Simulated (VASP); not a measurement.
```
CELL_PARAMETERS angstrom
      0.00000     3.14500     3.14500
      3.14500     0.00000     3.14500
      3.14500     3.14500     0.00000
ATOMIC_POSITIONS crystal
  K  0.00000 0.00000 0.00000
  Cl 0.50000 0.50000 0.50000
```

Level of theory: G0W0 on PBE orbitals, VASP's PBE PAW potentials (set 64) (plane waves; VASP). Settings: PREC = Normal, 500 eV cut-off, 4×4×4 Γ-centred mesh, Gaussian smearing of 0.010 eV, potentials K_sv_GW Cl_GW.

The mesh is coarse and the basis finite, so the quasiparticle values are not converged.

NBANDS = 64, ENCUTGW = 150 eV, NOMEGA = 64. The PBE levels (eV) that the step starts from are:

```csv
state,KS energy,filling
"k1 (0.00, 0.00, 0.00), band 5",-11.28,2
"k1 (0.00, 0.00, 0.00), band 6",-0.63,2
"k1 (0.00, 0.00, 0.00), band 7",-0.63,2
"k1 (0.00, 0.00, 0.00), band 8",-0.63,2
"k1 (0.00, 0.00, 0.00), band 9",4.56,0
"k1 (0.00, 0.00, 0.00), band 10",7.73,0
"k1 (0.00, 0.00, 0.00), band 11",7.73,0
"k1 (0.00, 0.00, 0.00), band 12",7.73,0
"k5 (0.50, 0.25, 0.00), band 5",-11.19,2
"k5 (0.50, 0.25, 0.00), band 6",-1.39,2
"k5 (0.50, 0.25, 0.00), band 7",-1.03,2
"k5 (0.50, 0.25, 0.00), band 8",-0.91,2
"k5 (0.50, 0.25, 0.00), band 9",6.75,0
"k5 (0.50, 0.25, 0.00), band 10",7.65,0
"k5 (0.50, 0.25, 0.00), band 11",9.47,0
"k5 (0.50, 0.25, 0.00), band 12",9.81,0
"k6 (-0.25, 0.25, 0.00), band 5",-11.12,2
"k6 (-0.25, 0.25, 0.00), band 6",-1.45,2
"k6 (-0.25, 0.25, 0.00), band 7",-0.96,2
"k6 (-0.25, 0.25, 0.00), band 8",-0.95,2
"k6 (-0.25, 0.25, 0.00), band 9",7.00,0
"k6 (-0.25, 0.25, 0.00), band 10",7.49,0
"k6 (-0.25, 0.25, 0.00), band 11",9.15,0
"k6 (-0.25, 0.25, 0.00), band 12",9.20,0
```

Question: Give the quasiparticle energies and renormalisation factors Z.

Answer: 
```csv
state,QP energy (eV),Z
"k1 (0.00, 0.00, 0.00), band 5",-14.27,0.81
"k1 (0.00, 0.00, 0.00), band 6",-2.33,0.80
"k1 (0.00, 0.00, 0.00), band 7",-2.33,0.80
"k1 (0.00, 0.00, 0.00), band 8",-2.33,0.80
"k1 (0.00, 0.00, 0.00), band 9",5.41,0.86
"k1 (0.00, 0.00, 0.00), band 10",9.63,0.86
"k1 (0.00, 0.00, 0.00), band 11",9.63,0.86
"k1 (0.00, 0.00, 0.00), band 12",9.63,0.86
"k5 (0.50, 0.25, 0.00), band 5",-13.96,0.80
"k5 (0.50, 0.25, 0.00), band 6",-3.27,0.80
"k5 (0.50, 0.25, 0.00), band 7",-2.82,0.79
"k5 (0.50, 0.25, 0.00), band 8",-2.66,0.80
"k5 (0.50, 0.25, 0.00), band 9",8.10,0.86
"k5 (0.50, 0.25, 0.00), band 10",8.93,0.85
"k5 (0.50, 0.25, 0.00), band 11",11.11,0.84
"k5 (0.50, 0.25, 0.00), band 12",12.05,0.84
"k6 (-0.25, 0.25, 0.00), band 5",-13.83,0.80
"k6 (-0.25, 0.25, 0.00), band 6",-3.32,0.79
"k6 (-0.25, 0.25, 0.00), band 7",-2.74,0.79
"k6 (-0.25, 0.25, 0.00), band 8",-2.69,0.79
"k6 (-0.25, 0.25, 0.00), band 9",8.15,0.85
"k6 (-0.25, 0.25, 0.00), band 10",8.94,0.85
"k6 (-0.25, 0.25, 0.00), band 11",11.39,0.85
"k6 (-0.25, 0.25, 0.00), band 12",11.41,0.85
```
On the mesh the gap opens from 5.19 to 7.74 eV.

The compound is KCl in the rock salt structure. The cell was not relaxed at this level. The k-mesh is coarse (spacing up to 0.43 per Å, 2π included), so the numbers may not be converged in it.
